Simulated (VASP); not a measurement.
VASP runs on BaO (space group Fm-3m) share one base input (PBE GGA, plane waves, VASP's PBE PAW potentials (set 64)) and change the settings named in each case.

**INCAR**
```
LASPH = .True.
LWAVE = .False.
ENCUT = 400   ! plane-wave cut-off (eV)
GGA = PE   ! PBE
EDIFF = 1E-6
SIGMA = 0.05   ! width (eV)
ISMEAR = 0
NELM = 100   ! most electronic steps
LREAL = .False.   ! projection in real space or not
PREC = Accurate
LMAXMIX = 4
SYSTEM = BaO
ALGO = Normal   ! blocked Davidson
ISIF = 2   ! forces and stress, cell fixed
LCHARG = .False.
```

### POSCAR
```
BaO
1
    0.0000000000     2.7903900000     2.7903900000
    2.7903900000     0.0000000000     2.7903900000
    2.7903900000     2.7903900000     0.0000000000
Ba O
1 1
Direct
  0.0000000000   0.0000000000   0.0000000000
  0.5000000000   0.5000000000   0.5000000000
```

### KPOINTS
```
K-points
0
Gamma
5 5 5
```

POTCAR, in this order: Ba_sv O (PBE.64 set). Program: vasp_std.

```csv
change,E(σ→0) (eV/atom),pressure (GPa)
base run,-5.9103,-1.06
KPOINTS 1×1×1 Γ-centred mesh,-2.4795,29.86
KPOINTS 2×2×2 Γ-centred mesh,-5.8599,-1.00
KPOINTS 3×3×3 Γ-centred mesh,-5.9017,-0.98
KPOINTS 4×4×4 Γ-centred mesh,-5.9101,-0.98
KPOINTS 6×6×6 Γ-centred mesh,-5.9109,-1.04
KPOINTS 7×7×7 Γ-centred mesh,-5.9104,-1.06
KPOINTS 8×8×8 Γ-centred mesh,-5.9113,-1.02
KPOINTS 10×10×10 Γ-centred mesh,-5.9110,-1.04
KPOINTS 11×11×11 Γ-centred mesh,-5.9110,-1.04
KPOINTS 14×14×14 Γ-centred mesh,-5.9108,-1.04
KPOINTS 16×16×16 Γ-centred mesh,-5.9110,-1.04
KPOINTS 20×20×20 Γ-centred mesh,-5.9109,-1.04
```
 Energies of different potentials or functionals have different zeros.  Unless said otherwise, spin-orbit coupling is left out, though it shifts the bands of the heavy elements here. At 400 eV the pressure can carry a Pulay error.

Left out are runs that ran out of time, are held back, or changed the cell or the kind of run, fixed moments of cells without a moment, rows past the twelfth, gaps on odd meshes, pressures of charged cells and columns that move by less than the noise.

The structure comes from a computed database's BaO entry; how it stands against other phases isn't given here. The cell was not relaxed at this level.
